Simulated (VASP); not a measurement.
A convergence study with VASP on InP (zinc blende): one setting is varied, all else stays as given below, so the limit is that of these other settings.

```yaml
crystal:
  lattice:
    - [0.00000, 2.93500, 2.93500]
    - [2.93500, 0.00000, 2.93500]
    - [2.93500, 2.93500, 0.00000]
  atoms:
    - { symbol: In, position: [0.00000, 0.00000, 0.00000] }
    - { symbol: P, position: [0.25000, 0.25000, 0.25000] }
```

The numbers are results of LDA (Ceperley-Alder, Perdew-Zunger), VASP's LDA PAW potentials (set 64) (plane waves; VASP), not measurements. The tightest run used: 550 eV cut-off, 17×17×17 Γ-centred mesh, tetrahedra with Blöchl corrections, potentials In_d P.

Unless said otherwise, spin-orbit coupling is left out, though it shifts the bands of the heavy elements here. Gaps are read on the run's mesh, which can miss a band edge.

Problem. The settings run are 3×3×3 mesh; 4×4×4 mesh; 5×5×5 mesh; 6×6×6 mesh; 7×7×7 mesh; 8×8×8 mesh; 9×9×9 mesh; 10×10×10 mesh; 11×11×11 mesh; 12×12×12 mesh; 13×13×13 mesh; 14×14×14 mesh; 15×15×15 mesh; 16×16×16 mesh; 17×17×17 mesh. From which on does the stress (every component) stay within 0.1 GPa of the tightest run?

Solution. From 5×5×5 mesh on: it is off by 0.01 there and by no more than 0.1 in any finer run, while 4×4×4 mesh is off by 0.16.
| setting | E (eV/atom) | pressure (GPa) | gap on the mesh (eV) | irreducible k-points | difference judged (GPa) |
|---|---|---|---|---|---|
| 3×3×3 mesh | -4.6201 | -0.69 | 0.431 | 4 | 0.78 |
| 4×4×4 mesh | -4.7737 | -1.31 | 0.465 | 8 | 0.16 |
| 5×5×5 mesh | -4.8147 | -1.46 | 0.477 | 10 | 0.01 |
| 6×6×6 mesh | -4.8274 | -1.49 | 0.482 | 16 | 0.02 |
| 7×7×7 mesh | -4.8319 | -1.49 | 0.484 | 20 | 0.02 |
| 8×8×8 mesh | -4.8336 | -1.49 | 0.485 | 29 | 0.02 |
| 9×9×9 mesh | -4.8344 | -1.48 | 0.486 | 35 | 0.01 |
| 10×10×10 mesh | -4.8347 | -1.48 | 0.486 | 47 | 0.01 |
| 11×11×11 mesh | -4.8348 | -1.48 | 0.486 | 56 | 0.01 |
| 12×12×12 mesh | -4.8349 | -1.47 | 0.486 | 72 | 0.00 |
| 13×13×13 mesh | -4.8350 | -1.47 | 0.486 | 84 | 0.00 |
| 14×14×14 mesh | -4.8350 | -1.47 | 0.486 | 104 | 0.00 |
| 15×15×15 mesh | -4.8350 | -1.47 | 0.486 | 120 | 0.00 |
| 16×16×16 mesh | -4.8350 | -1.47 | 0.486 | 145 | 0.00 |
| 17×17×17 mesh | -4.8350 | -1.47 | 0.486 | 165 | 0.00 |

Left out are rungs that failed or repeat a setting and relaxations that didn't move; long series are thinned to 24 rows.

The compound is InP in the zinc blende structure. The cell was not relaxed at this level.
